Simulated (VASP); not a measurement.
Here is a VASP 6.6.1 calculation.

The input INCAR:

```
SYSTEM = Si2Ag
PREC = Accurate
ENCUT = 520
EDIFF = 1E-7
ISMEAR = -1
SIGMA = 0.001
LREAL = .False.
LASPH = .True.
NELM = 80
ALGO = Normal
ISIF = 2
LWAVE = .False.
LCHARG = .False.
GGA = PE
NBANDS = 16
```

KPOINTS

```
Automatic mesh
0
Gamma
  6 6 5
  0 0 0
```

POSCAR

```
Si2Ag
1.0
    3.5175980000      0.0000000000      0.0000000000
   -1.7587990000      3.0463340000      0.0000000000
    0.0000000000      0.0000000000      3.7990060000
Si Ag
2 1
Direct
    0.3333000000      0.6667000000      0.5000000000
    0.6666000000      0.3333000000      0.5000000000
    0.0000000000      0.0000000000      0.0000000000
```

Potentials or basis: VASP PAW PBE potentials, release 64 (Si, Ag).

The run is started by

```bash
$ cat potpaw_PBE.64/Si/POTCAR potpaw_PBE.64/Ag/POTCAR > POTCAR
$ mpirun -np 1 vasp_std > vasp.out
```

Problem. What does it give for the largest force?

Solution. 0.007 eV/Å.

Problem. Estimate the pressure.

Solution. 58.6 GPa.

Problem. Predict the band gap on the k mesh.

Solution. None (metal or under the smearing width).

Forces on the atoms (eV/Å):
```
Si   0.000 -0.007  0.000
Si   0.000  0.007  0.000
Ag   0.000  0.000  0.000
```

Caveat: a pressure of tens of GPa on the cell as given is suspect, and the run, the potentials or the cell itself is likely at fault.
